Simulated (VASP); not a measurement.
```
CELL_PARAMETERS angstrom
      1.25435    -2.17259     0.00000
      1.25435     2.17259     0.00000
      0.00000     0.00000     6.74391
ATOMIC_POSITIONS crystal
  C  0.00000 0.00000 0.25000
  C  0.00000 0.00000 0.75000
  C  0.33333 0.66667 0.25000
  C  0.66667 0.33333 0.75000
```

All values below come from PBE GGA with D4 dispersion, VASP's PBE PAW potentials (set 64) (plane waves; VASP). Settings: 520 eV cut-off, 10×10×4 Γ-centred mesh, Gaussian smearing of 0.050 eV, potentials C.

Task: The ions and cell shape at fixed volume are relaxed. Which structure does the run end with?

Result: 
```
CELL_PARAMETERS angstrom
      1.23217    -2.13418     0.00000
      1.23217     2.13418     0.00000
      0.00000     0.00000     6.98886
ATOMIC_POSITIONS crystal
  C  0.00000 0.00000 0.25000
  C  0.00000 0.00000 0.75000
  C  0.33333 0.66667 0.25000
  C  0.66667 0.33333 0.75000
```
Space group P6_3/mmc (194), at a tolerance of 0.03 Å.

Task: How much energy does the relaxation gain?

Result: The energy (σ→0) changes by -22.6 meV/atom, in 3 ionic steps.

The compound is C in the graphite structure. This cell is one point of a volume scan, at 1.06 of the reference volume. Symmetry was kept, so distortions that lower it aren't found.
